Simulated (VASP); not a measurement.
OSZICAR of a VASP run on Sb (a7):

OSZICAR:
```
       N       E                     dE             d eps       ncg     rms          rms(c)
DAV:   1     0.437851543078E+02    0.43785E+02   -0.35614E+03  2088   0.851E+02
DAV:   2    -0.186306215015E+01   -0.45648E+02   -0.44616E+02  3073   0.119E+02
DAV:   3    -0.363358632121E+01   -0.17705E+01   -0.17469E+01  2567   0.294E+01
DAV:   4    -0.364895922306E+01   -0.15373E-01   -0.15342E-01  2354   0.321E+00
DAV:   5    -0.364915306496E+01   -0.19384E-03   -0.19384E-03  2322   0.386E-01    0.269E+00
DAV:   6    -0.363625471840E+01    0.12898E-01   -0.27695E-02  2183   0.131E+00    0.163E+00
DAV:   7    -0.363657658002E+01   -0.32186E-03   -0.59883E-02  2171   0.197E+00    0.131E-01
DAV:   8    -0.363675980476E+01   -0.18322E-03   -0.24041E-03  2139   0.464E-01    0.535E-02
DAV:   9    -0.363683616487E+01   -0.76360E-04   -0.19324E-04  2324   0.146E-01    0.324E-02
DAV:  10    -0.363685095012E+01   -0.14785E-04   -0.30072E-05  2190   0.638E-02    0.420E-03
DAV:  11    -0.363685170333E+01   -0.75322E-06   -0.32111E-06  2166   0.198E-02    0.113E-03
DAV:  12    -0.363685225288E+01   -0.54954E-06   -0.43013E-07  2182   0.730E-03    0.353E-04
DAV:  13    -0.363685228113E+01   -0.28250E-07   -0.86582E-09  1069   0.109E-03
   1 F= -.36368523E+01 E0= -.36367331E+01  d E =-.363685E+01
       N       E                     dE             d eps       ncg     rms          rms(c)
DAV:   1    -0.363889880237E+01   -0.20465E-02   -0.60366E-02  2102   0.146E+00    0.613E-02
DAV:   2    -0.363898706117E+01   -0.88259E-04   -0.14970E-03  2173   0.305E-01    0.312E-02
DAV:   3    -0.363896288454E+01    0.24177E-04   -0.10144E-04  2294   0.666E-02    0.842E-03
DAV:   4    -0.363896395223E+01   -0.10677E-05   -0.95372E-06  2222   0.253E-02    0.415E-03
DAV:   5    -0.363896491202E+01   -0.95978E-06   -0.14040E-06  2141   0.961E-03    0.920E-04
DAV:   6    -0.363896515320E+01   -0.24118E-06   -0.12996E-07  1171   0.345E-03    0.330E-04
DAV:   7    -0.363896526567E+01   -0.11248E-06   -0.45223E-08  1068   0.267E-03    0.175E-04
DAV:   8    -0.363896524961E+01    0.16063E-07   -0.27625E-09  1055   0.615E-04
   2 F= -.36389652E+01 E0= -.36388558E+01  d E =-.211297E-02
       N       E                     dE             d eps       ncg     rms          rms(c)
DAV:   1    -0.363998261624E+01   -0.10174E-02   -0.18161E-01  2102   0.252E+00    0.103E-01
DAV:   2    -0.364025668917E+01   -0.27407E-03   -0.44701E-03  2174   0.529E-01    0.542E-02
DAV:   3    -0.364019257909E+01    0.64110E-04   -0.30872E-04  2288   0.116E-01    0.139E-02
DAV:   4    -0.364019657345E+01   -0.39944E-05   -0.27358E-05  2215   0.433E-02    0.720E-03
DAV:   5    -0.364019839106E+01   -0.18176E-05   -0.41676E-06  2135   0.167E-02    0.158E-03
DAV:   6    -0.364019885984E+01   -0.46879E-06   -0.43387E-07  2166   0.598E-03    0.587E-04
DAV:   7    -0.364019906970E+01   -0.20986E-06   -0.93579E-08  1181   0.349E-03    0.209E-04
DAV:   8    -0.364019904085E+01    0.28845E-07   -0.49766E-09  1052   0.932E-04
   3 F= -.36401990E+01 E0= -.36401171E+01  d E =-.334676E-02
       N       E                     dE             d eps       ncg     rms          rms(c)
DAV:   1    -0.364153069635E+01   -0.13316E-02   -0.54403E-02  2114   0.132E+00    0.967E-02
DAV:   2    -0.364124821107E+01    0.28249E-03   -0.17188E-03  2146   0.296E-01    0.567E-02
DAV:   3    -0.364111632780E+01    0.13188E-03   -0.66185E-04  2491   0.155E-01    0.120E-02
DAV:   4    -0.364111967570E+01   -0.33479E-05   -0.47920E-05  2143   0.623E-02    0.709E-03
DAV:   5    -0.364112118159E+01   -0.15059E-05   -0.58553E-06  2285   0.224E-02    0.224E-03
DAV:   6    -0.364112132122E+01   -0.13963E-06   -0.31454E-07  2148   0.504E-03    0.115E-03
DAV:   7    -0.364112151400E+01   -0.19278E-06   -0.21222E-07  2072   0.543E-03    0.233E-04
DAV:   8    -0.364112149183E+01    0.22169E-07   -0.50448E-09  1057   0.738E-04
   4 F= -.36411215E+01 E0= -.36411074E+01  d E =-.922451E-03
       N       E                     dE             d eps       ncg     rms          rms(c)
DAV:   1    -0.364221675125E+01   -0.10952E-02   -0.89564E-02  2115   0.170E+00    0.124E-01
DAV:   2    -0.364176649711E+01    0.45025E-03   -0.28105E-03  2147   0.380E-01    0.728E-02
DAV:   3    -0.364155388206E+01    0.21262E-03   -0.10796E-03  2513   0.199E-01    0.153E-02
DAV:   4    -0.364155930063E+01   -0.54186E-05   -0.78544E-05  2140   0.796E-02    0.910E-03
DAV:   5    -0.364156155142E+01   -0.22508E-05   -0.96143E-06  2276   0.287E-02    0.286E-03
DAV:   6    -0.364156177931E+01   -0.22789E-06   -0.52818E-07  2193   0.653E-03    0.147E-03
DAV:   7    -0.364156205933E+01   -0.28002E-06   -0.34900E-07  2101   0.697E-03    0.299E-04
DAV:   8    -0.364156203191E+01    0.27416E-07   -0.81379E-09  1056   0.937E-04
   5 F= -.36415620E+01 E0= -.36416007E+01  d E =-.136299E-02
       N       E                     dE             d eps       ncg     rms          rms(c)
DAV:   1    -0.364155918114E+01    0.28782E-05   -0.11357E-04  2118   0.606E-02    0.442E-03
DAV:   2    -0.364155873847E+01    0.44267E-06   -0.35802E-06  2151   0.135E-02    0.259E-03
DAV:   3    -0.364155855740E+01    0.18107E-06   -0.13777E-06  2509   0.706E-03    0.547E-04
DAV:   4    -0.364155852639E+01    0.31014E-07   -0.93302E-08  1082   0.282E-03
   6 F= -.36415585E+01 E0= -.36415962E+01  d E =-.135949E-02
       N       E                     dE             d eps       ncg     rms          rms(c)
DAV:   1    -0.364158756991E+01   -0.29013E-04   -0.24843E-03  2108   0.299E-01    0.117E-02
DAV:   2    -0.364159345865E+01   -0.58887E-05   -0.61365E-05  2236   0.627E-02    0.530E-03
DAV:   3    -0.364159385752E+01   -0.39888E-06   -0.18305E-06  2335   0.101E-02    0.211E-03
DAV:   4    -0.364159413836E+01   -0.28083E-06   -0.36738E-07  2156   0.462E-03    0.643E-04
DAV:   5    -0.364159397916E+01    0.15920E-06   -0.41247E-08  1064   0.173E-03    0.121E-04
DAV:   6    -0.364159394944E+01    0.29714E-07   -0.49252E-09  1046   0.769E-04
   7 F= -.36415939E+01 E0= -.36416323E+01  d E =-.354231E-04
```

Task: Which electronic solver shows in the log?

Result: It is blocked Davidson (ALGO = Normal, or the opening steps of other solvers). The INCAR had ALGO = Normal.

Task: Can the final energy be trusted as converged?

Result: The calculation finished and met its thresholds. It stopped with EDIFF = 1E-7, NELM = 100, NSW = 30 and EDIFFG = -0.01 after 7 ionic steps (vdW-DF2, plane waves, VASP's PBE PAW potentials (set 64)).

The compound is Sb in the a7 structure. This cell is one point of a volume scan, at 0.97 of the reference volume. Symmetry was kept, so distortions that lower it aren't found.
